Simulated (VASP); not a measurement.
An input for Ansatz (written as the equivalent of a VASP run, and not itself run):

Ansatz 0.2 input:
```yaml
crystal:
  lattice:
    - [3.6085035, 2.0833701, 6.5042206]
    - [-3.6085035, 2.0833701, 6.5042206]
    - [0.0000000, -4.1667412, 6.5042206]
  atoms:
    - { symbol: As, position: [0.3449547, 0.3449547, 0.3449547] }
    - { symbol: As, position: [0.1550453, 0.1550453, 0.1550453] }
    - { symbol: As, position: [0.6550453, 0.6550453, 0.6550453] }
    - { symbol: As, position: [0.8449547, 0.8449547, 0.8449547] }
    - { symbol: Te, position: [0.5552789, 0.9447211, 0.2500000] }
    - { symbol: Te, position: [0.2500000, 0.5552789, 0.9447211] }
    - { symbol: Te, position: [0.9447211, 0.2500000, 0.5552789] }
    - { symbol: Te, position: [0.4447211, 0.0552789, 0.7500000] }
    - { symbol: Te, position: [0.7500000, 0.4447211, 0.0552789] }
    - { symbol: Te, position: [0.0552789, 0.7500000, 0.4447211] }
kpoints:
  mp_grid: { grid: [5, 5, 5] }
hamiltonian:
  xc: pbesol
  pseudopotentials: { kind: paw }
scf:
  occupations: { method: methfessel_paxton, width: 0.1 }
  max_iter: 100
relax:
  max_steps: 60
  f_tol: 0.02
  cell: {}
output: { forces: true, stress: true, eigenvalues: true }
```

### Question
Write the VASP files for the same calculation (PBEsol).

### Answer
One answer among several that fit: 
### INCAR
```
SYSTEM  =  Te3As2
PREC  =  Accurate; ENCUT  =  400; LREAL  =  .FALSE.
LASPH  =  .TRUE.
EDIFF  =  1E-6; NELM  =  100; ALGO  =  Normal
LMAXMIX  =  4
ISMEAR  =  1; SIGMA  =  0.1
GGA  =  PS
IBRION  =  2; NSW  =  60; ISIF  =  3
EDIFFG  =  -0.02
LWAVE  =  .FALSE.; LCHARG  =  .FALSE.
```

POSCAR:
```
Te3As2
1
    3.6085034941     2.0833701451     6.5042206151
   -3.6085034941     2.0833701451     6.5042206151
    0.0000000000    -4.1667412432     6.5042206062
As Te
4 6
Direct
  0.3449546931   0.3449546931   0.3449546931
  0.1550453069   0.1550453069   0.1550453069
  0.6550453069   0.6550453069   0.6550453069
  0.8449546931   0.8449546931   0.8449546931
  0.5552789254   0.9447210746   0.2500000000
  0.2500000000   0.5552789254   0.9447210746
  0.9447210746   0.2500000000   0.5552789254
  0.4447210746   0.0552789254   0.7500000000
  0.7500000000   0.4447210746   0.0552789254
  0.0552789254   0.7500000000   0.4447210746
```

**KPOINTS**
```
Automatic mesh
0
gamma
  5 5 5
0 0 0
```

POTCAR, in this order: As Te (PBE.64 set). Program: vasp_std.

The two are equivalent in intent, not identical: each code has its own PAW files, so the cut-off isn't converted (ENCUT is set for VASP's; basis.ecutwfc is left out, and Ansatz then takes the one that its files recommend); Ansatz stops its SCF on the density residual and VASP on the energy change (EDIFF).

The structure was generated: Te3As2 was put into the corundum type (R-3c), which need not be its known phase. This run relaxes it. Symmetry was kept, so distortions that lower it aren't found. The start is the result of an earlier pass.
